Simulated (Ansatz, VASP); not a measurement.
# Cross-check of Zn20Hg10Se19S11 between VASP and Ansatz, part 2 of 3

One calculation is typed for both programs; each brings its own data sets. How far apart do they land? Of the first pair: The structure shown is frame 24 of Ansatz's trajectory.

VASP 6.6.1 and Ansatz 0.2.0.

So far. Step 3 (VASP: single point, RPBE, pair 1): The run ends at a pressure of 4.12 GPa, with forces up to 2.1 eV/Å.

### Step 4. Comparison

Known differences besides the potentials themselves: the data sets hold 810 valence electrons in Ansatz (on its default PAW (the set named soft_2) files) and 540 in VASP; the cutoff is 420 eV in Ansatz and 400 eV in VASP (PREC = Accurate, projectors in real space); Ansatz makes its cores anew for this functional, VASP keeps those of its PBE data sets. Total energies have different zeros and are not compared.

Forces on 10 of the 60 atoms, those with the largest forces and the largest differences (eV/Å; atoms numbered as in POSCAR):

```
atom          Ansatz x, y, z            VASP x, y, z
Zn15    1.541, 1.052, -0.394    1.555, 1.076, -0.405
Zn16    0.320, 1.669, -0.191    0.314, 1.680, -0.189
Se34    0.759, 0.088, -1.274    0.726, 0.097, -1.259
Se35   -0.486, 0.340, -0.150   -0.491, 0.340, -0.092
Se39   -0.922, -1.477, 0.955   -0.918, -1.508, 0.973
Se41     0.350, 1.026, 1.608     0.372, 1.043, 1.633
Se43  -0.265, -0.330, -0.025  -0.261, -0.359, -0.072
Se46  -0.863, -0.615, -0.320  -0.884, -0.647, -0.362
 S57    -1.817, 0.821, 0.678    -1.779, 0.802, 0.663
 S59     0.778, 0.052, 1.407     0.799, 0.061, 1.408
```

The forces differ by 16 meV/Å r.m.s., which is 2.7 % of the r.m.s. force of 0.579 eV/Å (both taken over all components).

### Step 5. Ansatz: dynamics, RPBE

One frame of this run of dynamics is then solved in both programs, so the motion causes no difference.

The structure compared here is frame 48 of Ansatz's trajectory.

The input, input.yaml:

```yaml
crystal:
  lattice:
    - [11.2355, 0.0, 0.0]
    - [0.0, 11.2355, 0.0]
    - [0.0, 0.0, 11.2355]
  atoms:
    - { symbol: Zn, position: [0.72126, 0.05379, 0.45352] }
    - { symbol: Zn, position: [0.99937, 0.64186, 0.57578] }
    - { symbol: Zn, position: [0.36126, 0.0055, 0.28133] }
    - { symbol: Zn, position: [0.46123, 0.94051, 0.49802] }
    - { symbol: Zn, position: [0.41749, 0.78, 0.78477] }
    - { symbol: Zn, position: [0.518, 0.1491, 0.78792] }
    - { symbol: Zn, position: [0.18293, 0.92492, 0.57888] }
    - { symbol: Zn, position: [0.19601, 0.74089, 0.07245] }
    - { symbol: Zn, position: [0.63492, 0.12204, 0.17545] }
    - { symbol: Zn, position: [0.4605, 0.69768, 0.20617] }
    - { symbol: Zn, position: [0.87987, 0.01444, 0.74481] }
    - { symbol: Zn, position: [0.02083, 0.48733, 0.17722] }
    - { symbol: Zn, position: [0.2312, 0.01432, 0.95819] }
    - { symbol: Zn, position: [0.6969, 0.75065, 0.54634] }
    - { symbol: Zn, position: [0.56276, 0.47563, 0.68679] }
    - { symbol: Zn, position: [0.59881, 0.86376, 0.05246] }
    - { symbol: Zn, position: [0.44729, 0.22687, 0.46372] }
    - { symbol: Zn, position: [0.89794, 0.81897, 0.251] }
    - { symbol: Zn, position: [0.34588, 0.3594, 0.15997] }
    - { symbol: Zn, position: [0.06466, 0.31474, 0.84627] }
    - { symbol: Hg, position: [0.21578, 0.42698, 0.75878] }
    - { symbol: Hg, position: [0.78493, 0.66898, 0.87885] }
    - { symbol: Hg, position: [0.94253, 0.12887, 0.03096] }
    - { symbol: Hg, position: [0.11885, 0.04551, 0.28712] }
    - { symbol: Hg, position: [0.80683, 0.35722, 0.54742] }
    - { symbol: Hg, position: [0.08725, 0.28272, 0.48176] }
    - { symbol: Hg, position: [0.35196, 0.59946, 0.46192] }
    - { symbol: Hg, position: [0.65667, 0.45992, 0.30401] }
    - { symbol: Hg, position: [0.45634, 0.51184, 0.00393] }
    - { symbol: Hg, position: [0.75656, 0.39575, 0.02696] }
    - { symbol: Se, position: [0.80042, 0.89732, 0.9254] }
    - { symbol: Se, position: [0.0994, 0.95092, 0.77954] }
    - { symbol: Se, position: [0.96279, 0.47759, 0.951] }
    - { symbol: Se, position: [0.01072, 0.82484, 0.45106] }
    - { symbol: Se, position: [0.73624, 0.3866, 0.76269] }
    - { symbol: Se, position: [0.01568, 0.26423, 0.23562] }
    - { symbol: Se, position: [0.51532, 0.43887, 0.47946] }
    - { symbol: Se, position: [0.27849, 0.63999, 0.89678] }
    - { symbol: Se, position: [0.42962, 0.34095, 0.81761] }
    - { symbol: Se, position: [0.96829, 0.20755, 0.67625] }
    - { symbol: Se, position: [0.01788, 0.69522, 0.78686] }
    - { symbol: Se, position: [0.6062, 0.68683, 0.7296] }
    - { symbol: Se, position: [0.76168, 0.24417, 0.31756] }
    - { symbol: Se, position: [0.20465, 0.23244, 0.00917] }
    - { symbol: Se, position: [0.43379, 0.97159, 0.88341] }
    - { symbol: Se, position: [0.67669, 0.17183, 0.96161] }
    - { symbol: Se, position: [0.1542, 0.49567, 0.53556] }
    - { symbol: Se, position: [0.0393, 0.89434, 0.08906] }
    - { symbol: Se, position: [0.23783, 0.56394, 0.23427] }
    - { symbol: S, position: [0.36759, 0.87086, 0.11565] }
    - { symbol: S, position: [0.5672, 0.10878, 0.5814] }
    - { symbol: S, position: [0.34374, 0.78883, 0.58978] }
    - { symbol: S, position: [0.81692, 0.58341, 0.49329] }
    - { symbol: S, position: [0.25895, 0.11892, 0.49886] }
    - { symbol: S, position: [0.7158, 0.93152, 0.25058] }
    - { symbol: S, position: [0.85031, 0.62169, 0.22964] }
    - { symbol: S, position: [0.83064, 0.9195, 0.55902] }
    - { symbol: S, position: [0.6426, 0.64302, 0.08517] }
    - { symbol: S, position: [0.55839, 0.77831, 0.38988] }
    - { symbol: S, position: [0.46016, 0.2035, 0.25636] }
kpoints:
  mp_grid: { grid: [1, 1, 1] }
hamiltonian:
  xc: rpbe
scf:
  occupations: { method: gaussian, width: 0.05 }
output:
  forces: true
  stress: true
md:
  timestep: 2.0
  n_steps: 71
  ensemble: nvt_nose_hoover
  temperature: 600
  initial_velocities: maxwell_boltzmann
  seed: 6324
```

Started as:

```console
$ ansatz run input.yaml --threads 4 --pin off --max-ram 8192MiB --backend cpu --events-out ev --progress --plain --runs-dir out
```

Numbers of over 12 decimals in the logs are rounded to 6 here.

Log:

```text
[...]
Crystal: 60 atoms, lattice volume = 1418.330 Å³
Basis set: ecut = 420 eV, 27633 PW (Γ), exchange–correlation on 160×160×160 points (8 copies of the dense FFT grid, shifted against one another)
Bands: 486, of which v1, the nominal top of the filled ones, is band 405 counted from 1 (404 counted from 0)
Symmetry: 1 space group operations
k-points: 1
[...]
atom  60  S     -1.47148447    -0.74349008     0.52996127
  max |Σ_I F_I| component: 3.21e-5 eV/Å
--- Stress (GPa, compression-positive) ---
        4.105603      -0.925313       0.001118
       -0.925313       3.646367       0.135348
        0.001118       0.135348       4.403296
  P = ⅓ Tr σ = 4.0518 GPa (40.518 kbar)
--- MD trajectory: 71 steps, t = 0.0 → 142.0 fs ---
[...]
conserved energy: peak-to-peak 2.708e-3 eV (4.514e-5 eV/atom) over 142.0 fs
[key lines of the parts left out:]
SCF converged after 9 iterations
Free energy (F): -318769.133790 eV
Fermi energy:    7.943441 eV
```

### Step 6. VASP: single point, RPBE, pair 2

The same cell, functional, mesh and smearing now go to VASP, with its own data sets.

The input, INCAR:

```
SYSTEM = Zn20Hg10Se19S11
PREC = Accurate
ENCUT = 400
EDIFF = 1E-06
NELM = 120
ISMEAR = 0
SIGMA = 0.05
LREAL = Auto
ALGO = Normal
GGA = RP
NBANDS = 320
LORBIT = 11
LWAVE = .FALSE.
LCHARG = .FALSE.
ISIF = 2
LASPH = .TRUE.
GGA_COMPAT = .FALSE.
EFERMI = MIDGAP
NCORE = 2
```

The input, POSCAR:

```
Zn20Hg10Se19S11
1.0
   11.2355000000      0.0000000000      0.0000000000
    0.0000000000     11.2355000000      0.0000000000
    0.0000000000      0.0000000000     11.2355000000
Zn Hg Se S
20 10 19 11
Direct
    0.7437230208      0.0509100619      0.4446798095
    0.9820034711      0.6260068533      0.5515909394
    0.3774998887      0.0163410618      0.2832895732
    0.4433002537      0.9112545058      0.5210983045
    0.4073249967      0.7899514930      0.7899336923
    0.5167104268      0.1479239909      0.7786035334
    0.1712340350      0.9299719639      0.5858128254
    0.2254995327      0.7287882159      0.0917627164
    0.6551644342      0.1280939878      0.1662053313
    0.4654977527      0.6890659072      0.2272440034
    0.8761425838      0.0163499622      0.7665435450
    0.0235325531      0.4832717725      0.1623514752
    0.1883138267      0.0075564060      0.9470873570
    0.6911841930      0.7438298251      0.5629121979
    0.5925058965      0.4850073428      0.6730808598
    0.6391704864      0.8650527346      0.0718615104
    0.4282319434      0.2242890837      0.4619465088
    0.8923679409      0.8025544035      0.2345779004
    0.3275955676      0.3514307329      0.1223888567
    0.0182101375      0.2829424592      0.8732855681
    0.2282141427      0.4442436919      0.7627786925
    0.8133149393      0.6692270037      0.8822838325
    0.9394597481      0.1571002626      0.0132882382
    0.1072226425      0.0514885853      0.2801299453
    0.8127275155      0.3483245071      0.5267589337
    0.0841262071      0.2725557385      0.4638066842
    0.3428507855      0.6126830137      0.4698322282
    0.6566952962      0.4586978773      0.2808063727
    0.4548618219      0.5064038094      0.0226336167
    0.7334431044      0.3936362423      0.0479106404
    0.8045658849      0.9177784700      0.9388456232
    0.0650794357      0.9279337813      0.7753549019
    0.9696230697      0.4890125050      0.9627341907
    0.0099328023      0.8512304748      0.4548974233
    0.7639535401      0.3800008900      0.7373058609
    0.0248765075      0.2797027280      0.2497530150
    0.4916292110      0.4288371679      0.4765787014
    0.2898491389      0.6422767122      0.9071603400
    0.4445374038      0.3586756264      0.7939833563
    0.9921943839      0.1939566552      0.6842063104
    0.0267544836      0.6999688487      0.7658849183
    0.5923278893      0.6829691603      0.7438031240
    0.7826709982      0.2286146589      0.3547861688
    0.2056695296      0.2246717992      0.9897556851
    0.4008455342      0.9934671354      0.8737127854
    0.6941480130      0.1727025945      0.9696942726
    0.1471674603      0.4842686129      0.5592452494
    0.0584397668      0.9001824574      0.1028258644
    0.2253660273      0.5612478305      0.2332873481
    0.3781941169      0.8633972676      0.1507454052
    0.5639268390      0.0692537048      0.5658315162
    0.3171732455      0.7814605492      0.6123626007
    0.7920786792      0.5846290775      0.4904454630
    0.2923145387      0.0526011303      0.4483645588
    0.7351430733      0.9443015442      0.2487383739
    0.9004583686      0.6117484758      0.2673401273
    0.8189666682      0.9193360331      0.5767878599
    0.6118107783      0.6610564728      0.0791687063
    0.5448355658      0.7687419340      0.4161630546
    0.4568377019      0.2069689822      0.2332606471
```

The input, KPOINTS:

```
Automatic mesh
0
Gamma
1 1 1
0 0 0
```

PAW data sets: Zn, Hg, Se and S (PBE family, release 64).

Started as:

```console
$ mpirun -np 8 vasp_gam
```

Log:

```text
[banner, memory and clock lines left out]
running    8 mpi-ranks, on    1 nodes
[...]
[... a notice as in an earlier step ...]

 LDA part: xc-table for (Slater+PW92), standard interpolation
 POSCAR, INCAR and KPOINTS ok, starting setup
[...]
entering main loop
       N       E                     dE             d eps       ncg     rms          rms(c)
DAV:   1     0.623790135412E+04    0.62379E+04   -0.22125E+05   640   0.170E+03
DAV:   2     0.108026592761E+04   -0.51576E+04   -0.50170E+04   640   0.472E+02
DAV:   3    -0.218950081943E+02   -0.11022E+04   -0.10342E+04   712   0.189E+02
DAV:   4    -0.136861609491E+03   -0.11497E+03   -0.11194E+03   720   0.609E+01
[...]
DAV:  20    -0.125513084697E+03   -0.80738E-05   -0.14116E-05   664   0.158E-02    0.103E-02
DAV:  21    -0.125513087162E+03   -0.24648E-05   -0.44743E-06   616   0.119E-02    0.535E-03
DAV:  22    -0.125513087917E+03   -0.75521E-06   -0.17027E-06   400   0.496E-03
   1 F= -.12551309E+03 E0= -.12549550E+03  d E =-.351816E-01
```

OUTCAR, selected parts (step 6):

```text
  Total       40.6149996     26.3407101     50.1330596     -1.5833025     -7.3723561     -5.4003799
  in kB       45.8796212     29.7550613     56.6314368     -1.7885343     -8.3279800     -6.1003911
  external PRESSURE =      44.0887064 kB  Pullay stress =       0.0000000 kB

 POSITION                                       TOTAL-FORCE (eV/Angst)
 -----------------------------------------------------------------------------------
      8.35610      0.57200      4.99620        -0.672773     -0.705722      0.299828
     11.03330      7.03350      6.19740        -0.187469      0.579559      0.174995
      4.24140      0.18360      3.18290         0.804469     -0.406681     -2.224799
      4.98070     10.23840      5.85480         0.541305     -0.110094      0.002379
      4.57650      8.87550      8.87530         0.242255      0.248168      0.937796
      5.80550      1.66200      8.74800        -0.215991      0.155821     -0.319214
      1.92390     10.44870      6.58190        -0.124920     -0.351743     -0.151147
      2.53360      8.18830      1.03100        -0.396525      0.490044      0.249663
      7.36110      1.43920      1.86740        -0.407515     -0.132586      1.012588
      5.23010      7.74200      2.55320         0.344933      0.643457      0.480222
      9.84390      0.18370      8.61250        -0.834840      0.305118     -0.966538
      0.26440      5.42980      1.82410         0.356305      0.505056      0.716784
      2.11580      0.08490     10.64100         0.643659      0.154111     -0.062213
      7.76580      8.35730      6.32460        -0.021375      0.208884     -0.074320
[...]
-----------------------------------------------------------------------------------
    total drift:                                0.018628      0.002749      0.004688

  FREE ENERGIE OF THE ION-ELECTRON SYSTEM (eV)
  ---------------------------------------------------
  free  energy   TOTEN  =      -125.5130879170 eV

  energy  without entropy=     -125.4779062701  energy(sigma->0) =     -125.49549709

[... 2 parts as in an earlier step ...]

[... 1 further part left out ...]
[key lines of the parts left out:]
E-fermi :   2.4264
```

The run ends at a pressure of 4.41 GPa, with forces up to 3.3 eV/Å.

### Step 7. Side by side

What differs besides the data sets and the points named for the pairs above, as far as they apply: the data sets hold 810 valence electrons in Ansatz (on its default PAW (the set named soft_2) files) and 540 in VASP. Total energies have different zeros and are not compared.

Forces on 7 of the 60 atoms, those with the largest forces and the largest differences (eV/Å; atoms numbered as in POSCAR):

```csv
atom,"Ansatz x, y, z","VASP x, y, z"
Zn3,"0.793, -0.402, -2.216","0.804, -0.407, -2.225"
Zn20,"1.383, 2.428, -1.427","1.436, 2.520, -1.510"
Hg23,"-1.033, -1.883, 2.123","-1.077, -1.968, 2.221"
Se32,"0.937, -1.039, -0.339","0.950, -1.056, -0.335"
Se36,"0.401, -0.452, -1.239","0.374, -0.442, -1.301"
Se43,"-0.517, -0.552, -1.857","-0.526, -0.594, -1.959"
S54,"-1.442, 1.035, 1.714","-1.451, 1.043, 1.739"
```

The forces differ by 23 meV/Å r.m.s., which is 3.6 % of the r.m.s. force of 0.643 eV/Å (both taken over all components).

### Step 8. Ansatz: dynamics, RPBE

One frame of this run of dynamics is then solved in both programs, so the motion causes no difference.

The structure compared here is frame 71 of Ansatz's trajectory.

input.yaml is that of step 5.

Started as:

```console
$ ansatz run input.yaml --threads 4 --pin off --max-ram 8192MiB --backend cpu --events-out ev --progress --plain --runs-dir out
```

Log:

```text
[...]
Crystal: 60 atoms, lattice volume = 1418.330 Å³
Basis set: ecut = 420 eV, 27633 PW (Γ), exchange–correlation on 160×160×160 points (8 copies of the dense FFT grid, shifted against one another)
Bands: 486, of which v1, the nominal top of the filled ones, is band 405 counted from 1 (404 counted from 0)
Symmetry: 1 space group operations
k-points: 1
[...]
atom  60  S     -1.47148447    -0.74349008     0.52996127
  max |Σ_I F_I| component: 3.21e-5 eV/Å
--- Stress (GPa, compression-positive) ---
        4.105603      -0.925313       0.001118
       -0.925313       3.646367       0.135348
        0.001118       0.135348       4.403296
  P = ⅓ Tr σ = 4.0518 GPa (40.518 kbar)
--- MD trajectory: 71 steps, t = 0.0 → 142.0 fs ---
[...]
conserved energy: peak-to-peak 2.708e-3 eV (4.514e-5 eV/atom) over 142.0 fs
[key lines of the parts left out:]
SCF converged after 9 iterations
Free energy (F): -318769.133790 eV
Fermi energy:    7.943441 eV
```

(Part 2 of 3 ends here.)

[Lines on the potential files, build, host, timing and source positions are cut from VASP's logs without a mark.]

[Logs are printed without paths, hosts, clocks, repeated set-up lines and the standing remarks that a program may print on its own settings, such as how far it seeks lower states.]

[Hosts, paths, dates, database ids (printed as entryN), source tags and the programs' standing remarks are cut or masked in the printed files.]
